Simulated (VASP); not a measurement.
VASP input:

File POSCAR:
```
Hf
1
    1.6178935806    -2.8022738446     0.0000000000
    1.6178935806     2.8022738446     0.0000000000
    0.0000000000     0.0000000000     5.1182023239
Hf
2
Direct
  0.3333330000   0.6666670000   0.2500000000
  0.6666670000   0.3333330000   0.7500000000
```

### KPOINTS
```
K-points
0
Gamma
  13 13 7
0 0 0
```

INCAR:
```
! general
SYSTEM    =  Hf
PREC      =  Accurate
ENCUT     =  520
LREAL     =  .FALSE.
LASPH     =  .TRUE.

! electronic loop
EDIFF     =  1E-7
NELM      =  100
ALGO      =  Normal
LMAXMIX   =  6

! smearing
ISMEAR    =  1
SIGMA     =  0.1

! functional
GGA       =  MK
LUSE_VDW  =  .TRUE.
AGGAC     =  0.0
PARAM1    =  0.1234
PARAM2    =  1.0

! ions
IBRION    =  2
NSW       =  30
ISIF      =  4
EDIFFG    =  -0.01

! output
LWAVE     =  .FALSE.
LCHARG    =  .FALSE.
```

POTCAR, in this order: Hf_pv (PBE.64 set). Program: vasp_std.

### Question
Translate this optB86b-vdW calculation to Quantum ESPRESSO's pw.x.

### Answer
One equivalent input (not run):
```
&CONTROL
  calculation = 'vc-relax'
  pseudo_dir = './pseudo'
  outdir = './out'
  tprnfor = .true.
  tstress = .true.
  nstep = 30
  forc_conv_thr = 0.00039
/
&SYSTEM
  ibrav = 0
  nat = 2
  ntyp = 1
  ecutwfc = 58
  occupations = 'smearing'
  smearing = 'methfessel-paxton'
  degauss = 0.00735
  input_dft = 'vdw-df-ob86'
/
&ELECTRONS
  conv_thr = 7.3e-09
  electron_maxstep = 100
/
&IONS
/
&CELL
  cell_dofree = 'shape'
/
ATOMIC_SPECIES
  Hf 178.490 Hf.upf
CELL_PARAMETERS angstrom
     1.6178936   -2.8022738    0.0000000
     1.6178936    2.8022738    0.0000000
     0.0000000    0.0000000    5.1182023
ATOMIC_POSITIONS crystal
  Hf   0.3333330  0.6666670  0.2500000
  Hf   0.6666670  0.3333330  0.7500000
K_POINTS automatic
  13 13 7 0 0 0
```
What does not carry over: the potentials are each code's own (VASP's PAW set, PseudoDojo norm-conserving files in pw.x), so ENCUT and ecutwfc are chosen apart and not converted; conv_thr bounds pw.x's estimated SCF error, while EDIFF bounds the energy change between steps; forc_conv_thr acts on force components and is met together with etot_conv_thr.

The compound is Hf in the hcp structure. This cell is one point of a volume scan, at 1.06 of the reference volume. Symmetry was kept, so distortions that lower it aren't found.
